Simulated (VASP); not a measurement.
# A point defect in a supercell of CaPd3, part 2 of 4

Aim: the formation energy and local structure of a point defect in CaPd3. The cell is invented: other elements were put on sites of a known structure type. It may not be a known or stable phase.

VASP 6.6.1, plane waves and PAW; the level of theory is named at each step.

So far. Step 2 (Relaxing the host crystal): The run ended after 8 ionic steps, 0.404 eV below its first step, once forces and stress met EDIFFG = -0.02.

### 3. The supercell without the defect

Level of this step: PBE; plane waves and PAW (Ca_pv, Pd); invented cell (VASP).

System of this step: CaPd3. The cell holds 64 atoms: 16 Ca and 48 Pd. Cell: a = 9.938 Å, b = 9.938 Å, c = 19.876 Å, α = 129.7°, β = 129.7°, γ = 73.9°. It derives from CaPd3.

The same cell, mesh and cutoff without the defect give the energy to subtract and, in a gapped host, the band edges to count from, so that most errors cancel.

INCAR

```
SYSTEM = CaPd3
PREC = Normal
ENCUT = 300
EDIFF = 1E-05
NELM = 120
ISMEAR = 1
SIGMA = 0.2
LREAL = Auto
ALGO = Fast
GGA = PE
LORBIT = 11
LWAVE = .FALSE.
LCHARG = .FALSE.
```

POSCAR

```
CaPd3
1.0
   -4.2253458848      4.2253458848      7.9405347334
    4.2253458848     -4.2253458848      7.9405347334
    8.4506917696      8.4506917696    -15.8810694668
Ca Pd
16 48
Direct
    0.0000000000      0.0000000000      0.0000000000
    0.0000000000      0.0000000000      0.2500000000
    0.0000000000      0.0000000000      0.5000000000
    0.0000000000      0.0000000000      0.7500000000
    0.0000000000      0.5000000000      0.0000000000
    0.0000000000      0.5000000000      0.2500000000
    0.0000000000      0.5000000000      0.5000000000
    0.0000000000      0.5000000000      0.7500000000
    0.5000000000      0.0000000000      0.0000000000
    0.5000000000      0.0000000000      0.2500000000
    0.5000000000      0.0000000000      0.5000000000
    0.5000000000      0.0000000000      0.7500000000
    0.5000000000      0.5000000000      0.0000000000
    0.5000000000      0.5000000000      0.2500000000
    0.5000000000      0.5000000000      0.5000000000
    0.5000000000      0.5000000000      0.7500000000
    0.3750000000      0.1250000000      0.1250000000
    0.3750000000      0.1250000000      0.3750000000
    0.3750000000      0.1250000000      0.6250000000
    0.3750000000      0.1250000000      0.8750000000
    0.3750000000      0.6250000000      0.1250000000
    0.3750000000      0.6250000000      0.3750000000
    0.3750000000      0.6250000000      0.6250000000
    0.3750000000      0.6250000000      0.8750000000
    0.8750000000      0.1250000000      0.1250000000
    0.8750000000      0.1250000000      0.3750000000
    0.8750000000      0.1250000000      0.6250000000
    0.8750000000      0.1250000000      0.8750000000
    0.8750000000      0.6250000000      0.1250000000
    0.8750000000      0.6250000000      0.3750000000
    0.8750000000      0.6250000000      0.6250000000
    0.8750000000      0.6250000000      0.8750000000
    0.1250000000      0.3750000000      0.1250000000
    0.1250000000      0.3750000000      0.3750000000
    0.1250000000      0.3750000000      0.6250000000
    0.1250000000      0.3750000000      0.8750000000
    0.1250000000      0.8750000000      0.1250000000
    0.1250000000      0.8750000000      0.3750000000
    0.1250000000      0.8750000000      0.6250000000
    0.1250000000      0.8750000000      0.8750000000
    0.6250000000      0.3750000000      0.1250000000
    0.6250000000      0.3750000000      0.3750000000
    0.6250000000      0.3750000000      0.6250000000
    0.6250000000      0.3750000000      0.8750000000
    0.6250000000      0.8750000000      0.1250000000
    0.6250000000      0.8750000000      0.3750000000
    0.6250000000      0.8750000000      0.6250000000
    0.6250000000      0.8750000000      0.8750000000
    0.2500000000      0.2500000000      0.0000000000
    0.2500000000      0.2500000000      0.2500000000
    0.2500000000      0.2500000000      0.5000000000
    0.2500000000      0.2500000000      0.7500000000
    0.2500000000      0.7500000000      0.0000000000
    0.2500000000      0.7500000000      0.2500000000
    0.2500000000      0.7500000000      0.5000000000
    0.2500000000      0.7500000000      0.7500000000
    0.7500000000      0.2500000000      0.0000000000
    0.7500000000      0.2500000000      0.2500000000
    0.7500000000      0.2500000000      0.5000000000
    0.7500000000      0.2500000000      0.7500000000
    0.7500000000      0.7500000000      0.0000000000
    0.7500000000      0.7500000000      0.2500000000
    0.7500000000      0.7500000000      0.5000000000
    0.7500000000      0.7500000000      0.7500000000
```

KPOINTS

```
Automatic mesh
0
Gamma
5 5 5
0 0 0
```

Potentials, in the order of the species: Ca_pv and Pd (PBE family, release 64).

On the command line:

```console
> export OMP_NUM_THREADS=8
> mpirun -np 1 vasp_std
```

The log of the run:

```text
[banner, memory and clock lines left out]
running    1 mpi-ranks, on    1 nodes
 distrk:  each k-point on    1 cores,    1 groups
 distr:  one band on    1 cores,    1 groups
 Offloading initialized ...    1 GPUs detected
 POSCAR found type information on POSCAR CaPd
 POSCAR found :  2 types and      64 ions
 LDA part: xc-table for (Slater+PW92), standard interpolation
 POSCAR, INCAR and KPOINTS ok, starting setup
 FFT: planning ... GRIDC
 FFT: planning ... GRID_SOFT
 FFT: planning ... GRID
 WAVECAR not read
 entering main loop
       N       E                     dE             d eps       ncg     rms          rms(c)
DAV:   1     0.855989151512E+04    0.85599E+04   -0.11970E+05 19656   0.176E+03
DAV:   2     0.176706680179E+04   -0.67928E+04   -0.63883E+04 19656   0.510E+02
DAV:   3     0.173821891922E+03   -0.15932E+04   -0.14094E+04 19656   0.210E+02
DAV:   4    -0.266598921221E+03   -0.44042E+03   -0.39064E+03 31624   0.860E+01
DAV:   5    -0.321597998976E+03   -0.54999E+02   -0.47794E+02 31040   0.349E+01    0.341E+01
RMM:   6    -0.312496127929E+03    0.91019E+01   -0.14513E+02 35484   0.222E+01    0.160E+01
RMM:   7    -0.310794152062E+03    0.17020E+01   -0.12785E+01 30228   0.737E+00    0.655E+00
RMM:   8    -0.311015892570E+03   -0.22174E+00   -0.47323E+00 34713   0.379E+00    0.353E+00
RMM:   9    -0.311011876866E+03    0.40157E-02   -0.10015E+00 34972   0.151E+00    0.200E+00
RMM:  10    -0.311011556250E+03    0.32062E-03   -0.43002E-01 35896   0.932E-01    0.607E-01
WARNING in EDDRMM: call to ZHEGV failed, returncode =   8  4    248
RMM:  11    -0.311014385121E+03   -0.28289E-02   -0.78522E-02 36198   0.377E-01    0.285E-01
WARNING in EDDRMM: call to ZHEGV failed, returncode =   8  4    159
WARNING in EDDRMM: call to ZHEGV failed, returncode =   6  3    111
RMM:  12    -0.311015851136E+03   -0.14660E-02   -0.23137E-02 37809   0.159E-01    0.149E-01
WARNING in EDDRMM: call to ZHEGV failed, returncode =   8  4    288
RMM:  13    -0.311015787356E+03    0.63780E-04   -0.56451E-03 36345   0.119E-01    0.329E-02
WARNING in EDDRMM: call to ZHEGV failed, returncode =   6  3    160
WARNING in EDDRMM: call to ZHEGV failed, returncode =   6  3     89
WARNING in EDDRMM: call to ZHEGV failed, returncode =   6  3    125
WARNING in EDDRMM: call to ZHEGV failed, returncode =   6  3    105
RMM:  14    -0.311015990870E+03   -0.20351E-03   -0.22590E-03 36105   0.524E-02    0.222E-02
WARNING in EDDRMM: call to ZHEGV failed, returncode =   8  4    197
WARNING in EDDRMM: call to ZHEGV failed, returncode =   6  3    259
WARNING in EDDRMM: call to ZHEGV failed, returncode =   6  3    309
RMM:  15    -0.311016037211E+03   -0.46341E-04   -0.51645E-04 34797   0.291E-02    0.109E-02
WARNING in EDDRMM: call to ZHEGV failed, returncode =   8  4    103
WARNING in EDDRMM: call to ZHEGV failed, returncode =   8  4     76
WARNING in EDDRMM: call to ZHEGV failed, returncode =   8  4     76
WARNING in EDDRMM: call to ZHEGV failed, returncode =   6  3    287
WARNING in EDDRMM: call to ZHEGV failed, returncode =   6  3    303
WARNING in EDDRMM: call to ZHEGV failed, returncode =   6  3    286
WARNING in EDDRMM: call to ZHEGV failed, returncode =   6  3    199
WARNING in EDDRMM: call to ZHEGV failed, returncode =   6  3    251
WARNING in EDDRMM: call to ZHEGV failed, returncode =   6  3    285
WARNING in EDDRMM: call to ZHEGV failed, returncode =   6  3    157
WARNING in EDDRMM: call to ZHEGV failed, returncode =   8  4    159
RMM:  16    -0.311016057797E+03   -0.20586E-04   -0.21461E-04 32927   0.198E-02    0.221E-02
WARNING in EDDRMM: call to ZHEGV failed, returncode =   6  3    193
WARNING in EDDRMM: call to ZHEGV failed, returncode =   6  3    165
WARNING in EDDRMM: call to ZHEGV failed, returncode =   6  3    189
WARNING in EDDRMM: call to ZHEGV failed, returncode =   6  3    285
WARNING in EDDRMM: call to ZHEGV failed, returncode =   8  4    213
WARNING in EDDRMM: call to ZHEGV failed, returncode =   8  4    296
WARNING in EDDRMM: call to ZHEGV failed, returncode =   8  4    333
RMM:  17    -0.311016055910E+03    0.18863E-05   -0.10406E-04 31953   0.162E-02    0.300E-03
WARNING in EDDRMM: call to ZHEGV failed, returncode =   6  3    248
WARNING in EDDRMM: call to ZHEGV failed, returncode =   6  3    192
WARNING in EDDRMM: call to ZHEGV failed, returncode =   6  3    176
WARNING in EDDRMM: call to ZHEGV failed, returncode =   6  3    291
RMM:  18    -0.311016058109E+03   -0.21985E-05   -0.37908E-05 18180   0.886E-03
   1 F= -.31101606E+03 E0= -.31108132E+03  d E =0.195781E+00
```

It took 6.6 min on 1 × NVIDIA H100 80GB HBM3, 81559 MiB with 1 MPI rank of AMD EPYC 7R13 (Zen 3), shared host; peak memory 4 GiB.

OUTCAR, selected parts (step 3):

```text
  LATTYP: Found a base centered orthorhombic cell.
 ALAT       =    11.9510829120
 B/A-ratio  =     1.3288393683
 C/A-ratio  =     1.0000000000

 Subroutine GETGRP returns: Found  8 space group operations
 (whereof  8 operations were pure point group operations)

The static configuration has the point symmetry D_2h.

 Found     27 irreducible k-points:

   k-points           NKPTS =     27   k-points in BZ     NKDIM =     27   number of bands    NBANDS=    364

   dimension x,y,z NGX =    42 NGY =   42 NGZ =   84
   dimension x,y,z NGXF=    84 NGYF=   84 NGZF=  168

   ENCUT  =  300.0 eV  22.05 Ry    4.70 a.u.  14.03 14.03 28.07*2*pi/ulx,y,z

   NELECT =     608.0000    total number of electrons

 E-fermi :   7.1205

 k-point     1 :       0.0000    0.0000    0.0000
  band No.  band energies     occupation
    ...
    299       6.8108      2.05090
    300       6.8676      2.07046
    301       6.8676      2.07046
    302       7.0798      1.33661
    303       7.0829      1.31150
    304       7.2428      0.14953
    305       7.2428      0.14953
    306       7.2985     -0.01938
    307       7.2985     -0.01938
    308       7.3411     -0.06555
    ...

 k-point     2 :       0.2000    0.0000    0.0000
  band No.  band energies     occupation
    ...
    301       6.9178      2.05292
    302       6.9365      2.02937
    303       6.9453      2.01393
    304       7.0198      1.74388
    305       7.1568      0.69793
    306       7.3147     -0.04371
    307       7.3147     -0.04372
    308       7.3721     -0.07059
    309       7.3877     -0.06765
    310       7.4375     -0.04750
    ...

  Total        0.9026053      0.9026053      1.0196235      0.0616405      0.0000000      0.0000000
  in kB        1.2750998      1.2750998      1.4404101      0.0870789      0.0000000      0.0000000
  external PRESSURE =       1.3302033 kB  Pullay stress =       0.0000000 kB

  energy-cutoff  :      300.00
  volume of cell :     1134.13
      direct lattice vectors                 reciprocal lattice vectors
    -4.225345885  4.225345885  7.940534733     0.000000000  0.118333508  0.062968051
     4.225345885 -4.225345885  7.940534733     0.118333508  0.000000000  0.062968051
     8.450691770  8.450691770-15.881069467     0.059166754  0.059166754  0.000000000

 POSITION                                       TOTAL-FORCE (eV/Angst)
 -----------------------------------------------------------------------------------
      0.00000      0.00000      0.00000         0.000000      0.000000      0.000000
      2.11267      2.11267     -3.97027         0.000000      0.000000     -0.000000
      4.22535      4.22535     -7.94053         0.000000      0.000000      0.000000
      6.33802      6.33802    -11.91080         0.000000      0.000000      0.000000
      2.11267     -2.11267      3.97027         0.000000      0.000000      0.000000
      4.22535      0.00000      0.00000         0.000000      0.000000     -0.000000
      6.33802      2.11267     -3.97027         0.000000      0.000000      0.000000
      8.45069      4.22535     -7.94053         0.000000      0.000000      0.000000
     -2.11267      2.11267      3.97027         0.000000      0.000000      0.000000
      0.00000      4.22535      0.00000         0.000000      0.000000     -0.000000
      2.11267      6.33802     -3.97027         0.000000      0.000000      0.000000
      4.22535      8.45069     -7.94053         0.000000      0.000000     -0.000000
      0.00000      0.00000      7.94053         0.000000      0.000000     -0.000000
      2.11267      2.11267      3.97027         0.000000      0.000000     -0.000000
      4.22535      4.22535      0.00000         0.000000      0.000000      0.000000
      6.33802      6.33802     -3.97027         0.000000      0.000000      0.000000
     -0.00000      2.11267      1.98513         0.000000     -0.000000      0.000000
      2.11267      4.22535     -1.98513         0.000000      0.000000      0.000000
      4.22535      6.33802     -5.95540        -0.000000     -0.000000      0.000000
      6.33802      8.45069     -9.92567        -0.000000     -0.000000      0.000000
      2.11267      0.00000      5.95540         0.000000     -0.000000      0.000000
      4.22535      2.11267      1.98513        -0.000000      0.000000      0.000000
      6.33802      4.22535     -1.98513         0.000000     -0.000000      0.000000
      8.45069      6.33802     -5.95540        -0.000000     -0.000000      0.000000
     -2.11267      4.22535      5.95540         0.000000     -0.000000      0.000000
      0.00000      6.33802      1.98513        -0.000000      0.000000      0.000000
      2.11267      8.45069     -1.98513         0.000000     -0.000000      0.000000
      4.22535     10.56336     -5.95540        -0.000000     -0.000000      0.000000
     -0.00000      2.11267      9.92567         0.000000     -0.000000      0.000000
      2.11267      4.22535      5.95540        -0.000000      0.000000      0.000000
      4.22535      6.33802      1.98513         0.000000     -0.000000      0.000000
      6.33802      8.45069     -1.98513        -0.000000     -0.000000      0.000000
      2.11267     -0.00000      1.98513         0.000000      0.000000      0.000000
      4.22535      2.11267     -1.98513        -0.000000     -0.000000      0.000000
      6.33802      4.22535     -5.95540        -0.000000      0.000000      0.000000
      8.45069      6.33802     -9.92567        -0.000000      0.000000      0.000000
      4.22535     -2.11267      5.95540         0.000000     -0.000000      0.000000
      6.33802      0.00000      1.98513        -0.000000      0.000000      0.000000
[...]
-----------------------------------------------------------------------------------
    total drift:                                0.000000      0.000000     -0.000000

  FREE ENERGIE OF THE ION-ELECTRON SYSTEM (eV)
  ---------------------------------------------------
  free  energy   TOTEN  =      -311.0160581089 eV

  energy  without entropy=     -311.2118392446  energy(sigma->0) =     -311.08131849

 total charge
# of ion       s       p       d       tot
------------------------------------------
    1        0.340   6.238   0.658   7.236
    2        0.340   6.238   0.658   7.236
    3        0.340   6.238   0.658   7.236
    4        0.340   6.238   0.658   7.236
    5        0.340   6.238   0.658   7.236
    6        0.340   6.238   0.658   7.236
    7        0.340   6.238   0.658   7.236
    8        0.340   6.238   0.658   7.236
    9        0.340   6.238   0.658   7.236
   10        0.340   6.238   0.658   7.236
   11        0.340   6.238   0.658   7.236
   12        0.340   6.238   0.658   7.236
   13        0.340   6.238   0.658   7.236
   14        0.340   6.238   0.658   7.236
   15        0.340   6.238   0.658   7.236
   16        0.340   6.238   0.658   7.236
   17        0.459   0.290   8.597   9.346
   18        0.459   0.290   8.597   9.346
   19        0.459   0.290   8.597   9.346
   20        0.459   0.290   8.597   9.346
   21        0.459   0.290   8.597   9.346
   22        0.459   0.290   8.597   9.346
   23        0.459   0.290   8.597   9.346
   24        0.459   0.290   8.597   9.346
   25        0.459   0.290   8.597   9.346
   26        0.459   0.290   8.597   9.346
   27        0.459   0.290   8.597   9.346
   28        0.459   0.290   8.597   9.346
   29        0.459   0.290   8.597   9.346
   30        0.459   0.290   8.597   9.346
   31        0.459   0.290   8.597   9.346
   32        0.459   0.290   8.597   9.346
   33        0.459   0.290   8.597   9.346
   34        0.459   0.290   8.597   9.346
   35        0.459   0.290   8.597   9.346
   36        0.459   0.290   8.597   9.346
   37        0.459   0.290   8.597   9.346
[...]
--------------------------------------------------
tot         27.404 114.039 422.496 563.938

[... 7 further parts left out ...]
```

This step gave:

- electronic cycles: 18
- electrons: 608
- free energy (TOTEN): -311.0161 eV
- energy at zero smearing: -311.0813 eV
- Fermi energy: 7.120 eV

The host is treated as a metal, as its relaxation found a gap under 0.3 eV or none, and only the neutral defect is run.

(Continued in part 3 of 4.)

[Lines on the potential files, build, host, timing and source positions are cut from VASP's logs without a mark.]

[Logs are printed without paths, hosts, clocks, repeated set-up lines and the standing remarks that a program may print on its own settings, such as how far it seeks lower states.]

[Hosts, paths, dates, database ids (printed as entryN), source tags and the programs' standing remarks are cut or masked in the printed files.]

[In band tables of VASP the shares of atoms and orbitals are scaled to a sum of 1 inside the atoms' spheres.]

[Runs that stopped without an error message from VASP are left out.]
